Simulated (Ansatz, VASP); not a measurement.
# SiSeS (1T-SiSSe, 1 layer) in two plane-wave programs

One calculation is typed for both programs; each brings its own data sets. How far apart do they land? The structure shown is the start of the Ansatz relaxation below; VASP solves that cell, so the two are compared at the walk's first step.

Main program and level: Ansatz 0.2.0; plane waves, with VASP 6.6.1 beside it; single point at PBE.

**1. Set-up**

The cell holds 3 atoms: 1 Se, 1 Si and 1 S. Its edges and angles: a = 3.405 Å, b = 3.405 Å, c = 16.924 Å, α = 90.0°, β = 90.0°, γ = 120.0°. Vacuum lies along c.

**2. Ansatz: relaxation, PBE**

Ansatz runs on its default PAW (the set named soft_2) files.

The two programs are compared at the cell with which this relaxation starts, whose forces are those of its first step.

Contents of input.yaml:

```yaml
crystal:
  lattice:
    - [3.405, 0.0, 0.0]
    - [-1.7025, 2.9488164999, 0.0]
    - [0.0, 0.0, 16.9236433976]
  atoms:
    - { symbol: Se, position: [0.6666666667, 0.3333333333, 0.4431669838] }
    - { symbol: Si, position: [0.0, 0.0, 0.5039822694] }
    - { symbol: S, position: [0.3333333333, 0.6666666667, 0.5568330162] }
kpoints:
  mp_grid: { grid: [12, 12, 1] }
hamiltonian:
  xc: pbe
scf:
  occupations: { method: fermi_dirac, width: 0.05 }
  convergence: { dr2_threshold: 1.0e-08 }
efield:
  axis: 3
  dipole_correction: true
  ramp_position: 0.97
  ramp_width: 0.04
relax:
  f_tol: 0.01
  cell: { fix: [c, alpha, beta] }
output:
  write_potential: true
  write_density: true
  volumetric_format: npy
```

The run is started by

```bash
ansatz run input.yaml --threads 2 --pin off --max-ram 4096MiB --backend cpu --events-out ev --progress --plain --runs-dir out
```

Numbers of over 12 decimals in the logs are rounded to 6 here.

Output:

```text
Warning: relax.cell: scf.convergence.dr2_threshold = 1e-8 eV is looser than the 3e-10 eV advised for a relaxation that steers and ends on the stress (1e-10 eV for each atom of the cell: 3). What an SCF threshold leaves in a stress goes as its square root, and in the free energy as the threshold itself, and one threshold admits the most on a small cell: [figures from the program's tests cut] Set scf.convergence.dr2_threshold to 3e-10 eV or tighter. The threshold is an SCF's pass mark: one that does not reach it within its budget of iterations ends unconverged, or closes short of it on a stop that the run arms, and scf.convergence.dr2_threshold's page says what that costs each kind of run
Engine: ansatz 0.2.0, aarch64-unknown-linux-gnu
Pseudopotentials: kind: paw
Pseudopotential: Se, paw, valence charge 16, recommended cutoff 420 eV (normal), Se.paw.azcp
Pseudopotential: Si, paw, valence charge 4, recommended cutoff 420 eV (normal), Si.paw.azcp
Pseudopotential: S, paw, valence charge 6, recommended cutoff 420 eV (normal), S.paw.azcp
Functional definition: PBE
  parameter kappa = 0.804
  parameter beta = 0.066725
  exchange = pbe_x(kappa = kappa, mu = beta*pi^2/3)
  correlation = pbe_c(beta = beta)
Crystal: 3 atoms, lattice volume = 169.926 Å³
Basis set: ecut = 420 eV, 3333 PW (Γ), exchange–correlation on 48×48×240 points (8 copies of the dense FFT grid, shifted against one another)
Bands: 17, of which v1, the nominal top of the filled ones, is band 13 counted from 1 (12 counted from 0)
Symmetry: 6 space group operations
Space group: P3m1 (ITA 156), of the structure as read, at distance tolerance 5.5e-5 Å
k-points: 19 of 144 (time reversal used)
Non-local potential: Se, projectors of the file, l = 0: 2, l = 1: 2, l = 2: 3, l = 3: 1
Non-local potential: Si, projectors of the file, l = 0: 2, l = 1: 2, l = 2: 2
Non-local potential: S, projectors of the file, l = 0: 2, l = 1: 2, l = 2: 2
PAW form: soft (Blöchl's): semilocal exchange-correlation on the pseudo side does not see the compensation charge
PAW one-centre angular grid: Se, 590 points (default); XC on 64 Gauss nodes
PAW one-centre angular grid: Si, 110 points (default); XC on 64 Gauss nodes
PAW one-centre angular grid: S, 110 points (default); XC on 64 Gauss nodes
Initial density: superposition of atomic densities (neutral atoms: chi_scale 0, normalization atom), corrected by the library's trained network
Initial wavefunctions: pseudopotential atomic-orbital guess
Functional: x = pbe(κ = 0.804, μ = 0.219515), c = pbe(β = 0.066725)
SCF iter   1: F=—  HF=-7005.676080 eV  |F-HF|=—  |Δ(HF+E_count)|=         —  Δρ=2.93e-3  dr2=3.26e-2  ethr=1.77e-3  p=0.026 e·Å  D=2.72e-2 V/Å  ΔV_dip=-0.46 eV  dr2_dipole=8.95e-3  V_vac-E_F(+/−)=4.56/5.02 eV  ⟨swp⟩=8.9  Hψ=2355  notcnv=0
efield: sawtooth ramp at fractional position 0.9700 (set: `efield.ramp_position`, or a place that a band, a saddle search or an elastic batch's reference lends), width 0.0400; the density the first Hamiltonian is built on has a dipole p = 0.026 e·Å; the dipole correction subtracts the counter field D = 2.72e-2 V/Å, which shifts the + side's vacuum level by -0.46 eV against the − side's; the planar-averaged density in the ramp window peaks in size at 5.7e-5 e/Å³
preconditioner: auto → none  [insulator: Δε(μ)=1.446 eV  Ē_g=11.540 eV  σ=0.050 eV  W_gap=1.00  n_scr=10 (ndim 8)  ℏωp=11.4 eV  f_vac=0.667  D(μ)=0.00/eV (n_scr^D=0)  ε∞_Penn≈2.0]
SCF iter   2: F=—  HF=-7005.691591 eV  |F-HF|=—  |Δ(HF+E_count)|=   1.55e-2  Δρ=2.98e-3  dr2=1.28e-1  ethr=1.25e-4  p=-0.039 e·Å  D=-4.19e-2 V/Å  ΔV_dip=0.71 eV  dr2_dipole=3.29e-2  V_vac-E_F(+/−)=5.15/4.44 eV  ⟨swp⟩=4.6  Hψ=904  notcnv=0
SCF iter   3: F=—  HF=-7005.668576 eV  |F-HF|=—  |Δ(HF+E_count)|=   2.30e-2  Δρ=9.14e-4  dr2=3.04e-3  ethr=1.25e-4  p=0.005 e·Å  D=4.98e-3 V/Å  ΔV_dip=-0.08 eV  dr2_dipole=9.55e-4  V_vac-E_F(+/−)=4.79/4.87 eV  ⟨swp⟩=4.1  Hψ=613  notcnv=0
SCF iter   4: F=—  HF=-7005.669008 eV  |F-HF|=—  |Δ(HF+E_count)|=   4.32e-4  Δρ=3.05e-4  dr2=2.20e-4  ethr=1.17e-5  p=-0.005 e·Å  D=-5.06e-3 V/Å  ΔV_dip=0.09 eV  dr2_dipole=1.65e-5  V_vac-E_F(+/−)=4.92/4.83 eV  ⟨swp⟩=2.1  Hψ=524  notcnv=0
SCF iter   5: F=—  HF=-7005.669170 eV  |F-HF|=—  |Δ(HF+E_count)|=   1.63e-4  Δρ=1.17e-4  dr2=2.38e-5  ethr=8.45e-7  p=-0.006 e·Å  D=-6.67e-3 V/Å  ΔV_dip=0.11 eV  dr2_dipole=1.82e-6  V_vac-E_F(+/−)=4.93/4.82 eV  ⟨swp⟩=2.4  Hψ=516  notcnv=0
SCF iter   6: F=—  HF=-7005.669177 eV  |F-HF|=—  |Δ(HF+E_count)|=   6.44e-6  Δρ=3.44e-5  dr2=7.67e-6  ethr=9.14e-8  p=-0.007 e·Å  D=-7.42e-3 V/Å  ΔV_dip=0.13 eV  dr2_dipole=7.94e-7  V_vac-E_F(+/−)=4.94/4.81 eV  ⟨swp⟩=3.1  Hψ=534  notcnv=0
[...]
SCF iter   4: F=—  HF=-7008.197892 eV  |F-HF|=—  |Δ(HF+E_count)|=   9.79e-9  Δρ=2.97e-6  dr2=3.61e-8  ethr=8.30e-10  p=-0.019 e·Å  D=-1.99e-2 V/Å  ΔV_dip=0.34 eV  dr2_dipole=1.35e-10  V_vac-E_F(+/−)=5.64/5.30 eV  ⟨swp⟩=2.2  Hψ=477  notcnv=0
SCF iter   5: F=-7008.197892 eV  HF=-7008.197892 eV  |F-HF|=3.61e-9  |Δ(HF+E_count)|=   5.46e-9  Δρ=1.53e-6  dr2=5.94e-9  ethr=3.85e-11  p=-0.019 e·Å  D=-1.99e-2 V/Å  ΔV_dip=0.34 eV  dr2_dipole=2.83e-11  V_vac-E_F(+/−)=5.64/5.30 eV  ⟨swp⟩=10.1  Hψ=2084  notcnv=0
SCF 7 converged in 5 iterations: F = -7008.197892 eV  dr2 = 5.94e-9
relax step   7: F+E_penalty+E_count = -7008.19789184 eV  Δ(F+E_penalty+E_count) = -7.390e-6 eV  max|allowed force component| = 1.090e-3 eV/Å  Δτ_max = 0.0005 Å  P = +0.006 GPa  Ω = 170.002 Å³  energy of the carried Pulay correction = -2.970e-6 eV  fix = [c, alpha, beta]  reactions: c +0.004 GPa  (5 SCF iters, accepted)
Initial wavefunctions: pseudopotential atomic-orbital guess (no wavefunctions were taken with the density)
iter 1 solved again at ethr=1.61e-6 eV; its pass at ethr=3.10e-3 eV (dr2=4.19e-4 eV) is discarded
SCF iter   1: F=—  HF=-7008.197703 eV  |F-HF|=—  |Δ(HF+E_count)|=         —  Δρ=3.20e-5  dr2=4.00e-8  ethr=1.61e-6  p=-0.019 e·Å  D=-1.99e-2 V/Å  ΔV_dip=0.34 eV  dr2_dipole=5.39e-12  V_vac-E_F(+/−)=5.64/5.30 eV  ⟨swp⟩=3.8  Hψ=3057  notcnv=0
efield: sawtooth ramp at fractional position 0.9700 (set: `efield.ramp_position`, or a place that a band, a saddle search or an elastic batch's reference lends), width 0.0400; the density the first Hamiltonian is built on has a dipole p = -0.019 e·Å; the dipole correction subtracts the counter field D = -1.99e-2 V/Å, which shifts the + side's vacuum level by +0.34 eV against the − side's; the planar-averaged density in the ramp window peaks in size at 9.7e-6 e/Å³
eigensolver tolerance schedule: the retry pair's looser diagonalisation over-reported the residual by 10477.38 of it (diagonalisation noise at an unbounded share of the residual, at the tolerance the schedule requests for it); recorded, not acted on — ethr = c·dr2/N_el stays at c = 1.0e-1
preconditioner: auto → none  [insulator: Δε(μ)=0.680 eV  Ē_g=10.369 eV  σ=0.050 eV  W_gap=1.00  n_scr=10 (ndim 8)  ℏωp=11.4 eV  f_vac=0.623  D(μ)=0.00/eV (n_scr^D=0)  ε∞_Penn≈2.2]
SCF iter   2: F=—  HF=-7008.197787 eV  |F-HF|=—  |Δ(HF+E_count)|=   8.34e-5  Δρ=1.60e-5  dr2=1.16e-8  ethr=1.54e-10  p=-0.019 e·Å  D=-1.99e-2 V/Å  ΔV_dip=0.34 eV  dr2_dipole=4.98e-10  V_vac-E_F(+/−)=5.64/5.30 eV  ⟨swp⟩=3.6  Hψ=801  notcnv=0
SCF iter   3: F=—  HF=-7008.197888 eV  |F-HF|=—  |Δ(HF+E_count)|=   1.02e-4  Δρ=3.59e-6  dr2=1.17e-7  ethr=3.85e-11  p=-0.019 e·Å  D=-1.99e-2 V/Å  ΔV_dip=0.34 eV  dr2_dipole=3.83e-8  V_vac-E_F(+/−)=5.64/5.30 eV  ⟨swp⟩=15.2  Hψ=2747  notcnv=0  recentre
SCF iter   4: F=-7008.197894 eV  HF=-7008.197892 eV  |F-HF|=2.04e-6  |Δ(HF+E_count)|=   3.52e-6  Δρ=1.23e-6  dr2=2.40e-9  ethr=3.85e-11  p=-0.019 e·Å  D=-1.99e-2 V/Å  ΔV_dip=0.34 eV  dr2_dipole=3.69e-10  V_vac-E_F(+/−)=5.64/5.30 eV  ⟨swp⟩=8.1  Hψ=2210  notcnv=0
SCF 8 converged in 4 iterations: F = -7008.197894 eV  dr2 = 2.40e-9
relax step   8: F+E_penalty+E_count = -7008.19789401 eV  Δ(F+E_penalty+E_count) = -2.171e-6 eV  max|allowed force component| = 1.124e-3 eV/Å  Δτ_max = 0.0000 Å  P = +0.005 GPa  Ω = 170.002 Å³  fix = [c, alpha, beta]  reactions: c +0.002 GPa  stress off target by 6.17e-3 GPa on what of the cell is left free  SCF on the basis re-selected at this cell (its energy is not comparable with the rows above)  (4 SCF iters)
basis re-selected at this cell: Δ(F+E_penalty+E_count) = -2.171e-6 eV, ΔP = -0.002 GPa vs the last step (what re-selecting the basis moved, of the pressure what is left beyond the Pulay correction that the steps carried, after the strain that the cell walked since its last selection, with what the two solves' SCF thresholds leave and, on support functions, any second-order correction that the steps lacked; it is no m [...]
WARN: The input density's exchange-correlation potential varies sharply where the density is thin. Do not read a vacuum level from v_tot or v_xc, or from such a field of the output density. On a cell that repeats whose density bears no net charge and no dipole along the vacuum's axis use v_es (v_loc + v_h of the components); under efield.dipole_correction with no amplitude use v_es + v_field, which holds any external [...]
SCF converged after 4 iterations
Free energy (F): -7008.197894 eV
Harris-Foulkes:  -7008.197892 eV  (|F-HF|=2.04e-6)
Internal energy: -7008.197828 eV  (E = F + TS)
E sigma→0 (E₀):  -7008.197861 eV
Entropy (-TS):   -0.000066 eV (-0.022 meV/atom)
Fermi energy:    -0.860757 eV
Dipole field:    D = -0.019941 V/Å  (p = -0.018734 e·Å, saw-weighted, corrected)
Work function:   Φ+ = 5.6385 eV   Φ− = 5.3010 eV
Levels:          The Fermi level and band energies are counted from a zero that moves with the ramp; work functions are not
--- Per-component energies (eV) ---
  E_band       = -592.905525
  E_kinetic    = 269.011496
  E_local      = -12140.556910  (includes V_loc(G=0)·N_el)
  E_nonlocal   = -543.969373
  E_hartree    = 5922.298809
  E_xc         = -257.555528
  E_vxc        = -233.898329  (∫ρ·V_xc dr)
  E_paw        = -3023.836204  (= ΣΔE_a)
  E_vpaw       = 212.087221  (= ΣTr[D̂ρ^β])
  E_aug_tail   = -0.000618  (compensation charges beyond the density's cutoff)
  E_efield     = 0.000187  (sawtooth field / dipole correction)
  E_vefield    = -0.182437  (∫n·V_field dr)
  E_ewald      = 2766.410313
  E_smearing   = -0.000066  (= −TS)
  E_closure    = 0.000000  (closes the sum)
  Σ components = -7008.197894   (vs F -7008.197894, Δ=0.00e0)
--- Forces (eV/Å), atoms counted from 1 ---
  atom   1  Se     0.00000000    -0.00000000    -0.00041345
  atom   2  Si     0.00000000    -0.00000000    -0.00070324
  atom   3  S     -0.00000000     0.00000000     0.00112707
  max |Σ_I F_I| component: 1.04e-5 eV/Å
--- Stress (GPa, compression-positive) ---
        0.006168       0.000000       0.000000
        0.000000       0.006168      -0.000000
        0.000000      -0.000000       0.001973
  P = ⅓ Tr σ = 0.0048 GPa (0.048 kbar)
--- Band table (eV; the first three rows and the last of 19) ---
  k-point 0: bands = [... 9 lower, -2.4413, -2.4413, -1.2656, -1.2656, 1.3880, 2.6511, 3.3033, 3.3033]
  k-point 1: bands = [... 9 lower, -2.6951, -2.6662, -1.8383, -1.2266, 1.8199, 2.9601, 3.3969, 3.4852]
  k-point 2: bands = [... 9 lower, -3.2034, -2.9286, -2.5607, -1.2859, 1.6720, 3.2405, 3.9787, 4.2593]
  k-point 18: bands = [... 9 lower, -6.0408, -5.7318, -2.6613, -2.4604, 1.1107, 4.4902, 4.6776, 5.6513]
--- Relaxed structure (7 steps of the walk, 6 accepted, 1 SCFs on fresh bases) ---
  F+E_penalty+E_count = -7008.19789401 eV   max|allowed force component| = 1.124e-3 eV/Å   (the final SCF, on the basis selected at the relaxed cell)
  cell:  # Å, volume = 170.0021 Å³
    - [3.405766, 0.0, 0]
    - [-1.702883, 2.949480, 0]
    - [0, 0, 16.9236433976]
  atoms:
    - { symbol: Se, position: [0.666667, 0.333333, 0.418308] }
    - { symbol: Si, position: [2.2816398580195563e-19, 0, 0.504340] }
    - { symbol: S, position: [0.333333, 0.666667, 0.581334] }
```

The column dr2 measures how far the density is from self-consistency, as an energy; F and HF (Harris–Foulkes) agree once it is small.

(Continued in part 2 of 2.)

[Lines on the potential files, build, host, timing and source positions are cut from VASP's logs without a mark.]

[Logs are printed without paths, hosts, clocks, repeated set-up lines and the standing remarks that a program may print on its own settings, such as how far it seeks lower states.]

[Hosts, paths, dates, database ids (printed as entryN), source tags and the programs' standing remarks are cut or masked in the printed files.]
